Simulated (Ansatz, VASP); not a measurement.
SbMo: VASP beside Ansatz

INCAR

```
SYSTEM = SbMo
  ALGO = Normal
  EDIFF = 1E-6
  ENCUT = 520
  GGA = PS
  ISIF = 2
  ISMEAR = -1
  LASPH = .True.
  LCHARG = .False.
  LREAL = .False.
  LWAVE = .False.
  NBANDS = 16
  NELM = 100
  PREC = Accurate
  SIGMA = 0.08
```

Contents of KPOINTS:

```
k-points
0
Gamma
  10 10 10
  0 0 0
```

Contents of POSCAR:

```
SbMo
1.0
    0.0000000000      3.0235239954      3.0235239954
    3.0235239954      0.0000000000      3.0235239954
    3.0235239954      3.0235239954      0.0000000000
Mo Sb
1 1
Direct
    0.0000000000      0.0000000000      0.0000000000
    0.2500000000      0.2500000000      0.2500000000
```

Input for Ansatz:

```yaml
crystal:
  lattice:
    - [0.0, 3.0235239954, 3.0235239954]
    - [3.0235239954, 0.0, 3.0235239954]
    - [3.0235239954, 3.0235239954, 0.0]
  atoms:
    - { symbol: Mo, position: [0.0, 0.0, 0.0] }
    - { symbol: Sb, position: [0.25, 0.25, 0.25] }
kpoints:
  mp_grid: { grid: [10, 10, 10] }
scf:
  occupations: { method: fermi_dirac, width: 0.08 }
hamiltonian:
  xc: pbesol
  pseudopotentials: { kind: all_electron, lapw: { basis_error: 0.0005 } }
output:
  forces: true
  stress: true
  eigenvalues: true
```

Change from the starting cell: functional pbesol, volume scaled by 0.96.

Alike in both runs: task single point; functional PBEsol; k mesh 10 × 10 × 10; occupations fermi-dirac, width 0.08 eV; no spin polarisation.

|  | VASP | Ansatz |
| --- | --- | --- |
| version | VASP 6.6.1 | Ansatz 0.2.0 |
| potentials or method | VASP PAW PBE potentials, release 64 (Mo_sv, Sb) | all-electron LAPW, scalar-relativistic |
| plane-wave cutoff (eV) | 520 | see its input |

VASP gave:

```
pressure (GPa) : 0.1
```

**Question.** Which values does Ansatz return?

**Answer.** Pressure (GPa): 0.0.

Ansatz ran all-electron here, so the differences hold the error of VASP's frozen core and of both bases.

Caveats: the PAW data sets were made with another functional, which shifts forces and pressure a little (VASP). Spin-orbit coupling is left out, which matters for the levels of Sb.
